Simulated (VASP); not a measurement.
Given:

```xyz
1
Lattice="0.0000 1.7848 1.7848 1.7848 0.0000 1.7848 1.7848 1.7848 0.0000" Properties=species:S:1:pos:R:3 pbc="T T T"
Cu     0.0000     0.0000     0.0000
```

These are r2SCAN+rVV10, VASP's PBE PAW potentials (set 64) (plane waves; VASP) values and carry that method's errors. Run with 520 eV cut-off, 20×20×20 Γ-centred mesh, tetrahedra with Blöchl corrections, potentials Cu.

### Question
Give the energies of bands 1 to 7 at the high-symmetry points, in eV from the Fermi level.

### Answer

| band | Γ | X | U | L | W |
|---|---|---|---|---|---|
| 1 | -10.03 | -5.33 | -4.70 | -5.50 | -4.54 |
| 2 | -3.29 | -4.83 | -4.45 | -3.34 | -3.86 |
| 3 | -3.29 | -1.83 | -3.03 | -3.34 | -3.86 |
| 4 | -3.29 | -1.64 | -2.28 | -1.80 | -2.47 |
| 5 | -2.42 | -1.64 | -1.85 | -1.80 | -1.64 |
| 6 | -2.42 | 1.51 | 4.56 | -1.22 | 6.57 |
| 7 | 23.65 | 7.66 | 6.08 | 4.13 | 6.57 |

It has no gap at this level: it comes out as a metal or semimetal.

The compound is Cu in the fcc structure. It was relaxed first.
